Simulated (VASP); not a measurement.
All values below come from r2SCAN meta-GGA, VASP's PBE PAW potentials (set 64) (plane waves; VASP).

The input files of a VASP run:

### KPOINTS_OPT
```
k-points along high-symmetry lines
10
Line-mode
Reciprocal
  0.000000   0.000000   0.000000 ! GAMMA
  0.500000   0.000000   0.500000 ! X

  0.500000   0.000000   0.500000 ! X
  0.625000   0.250000   0.625000 ! U

  0.375000   0.375000   0.750000 ! K
  0.000000   0.000000   0.000000 ! GAMMA

  0.000000   0.000000   0.000000 ! GAMMA
  0.500000   0.500000   0.500000 ! L

  0.500000   0.500000   0.500000 ! L
  0.500000   0.250000   0.750000 ! W

  0.500000   0.250000   0.750000 ! W
  0.500000   0.000000   0.500000 ! X
```

KPOINTS:
```
kpoints
0
G
8 8 8
0 0 0
```

### POSCAR
```
KCl
6.290
  0.0000000000   0.5000000000   0.5000000000
  0.5000000000   0.0000000000   0.5000000000
  0.5000000000   0.5000000000   0.0000000000
K Cl
1 1
Cartesian
  0.0000000000   0.0000000000   0.0000000000
  0.5000000000   0.5000000000   0.5000000000
```

### INCAR
```
ISIF = 2
SYSTEM = KCl
LASPH = .TRUE.   # aspherical one-centre terms
LCHARG = .FALSE.
ISMEAR = -5   # tetrahedra, Bloechl
EDIFF = 1E-7   # SCF stop (eV)
ENCUT = 400
ALGO = Normal
NEDOS = 601   # DOS grid
NELM = 100
LREAL = .FALSE.
LWAVE = .FALSE.
PREC = Accurate
METAGGA = R2SCAN
LORBIT = 11   # lm-projected
LMIXTAU = .TRUE.
```

POTCAR, in this order: K_sv Cl (PBE.64 set). Program: vasp_std.

Question: What will the output report for the number of irreducible k-points (NKPTS), number of bands (NBANDS), largest plane-wave count, number of space-group operations, FFT grid (NGX, NGY, NGZ)?

Answer: 
- number of irreducible k-points (NKPTS): 29
- number of bands (NBANDS): 12
- largest plane-wave count: 1158
- number of space-group operations: 48
- FFT grid (NGX, NGY, NGZ): 30 × 30 × 30

The compound is KCl in the rock salt structure. The cell was not relaxed at this level.
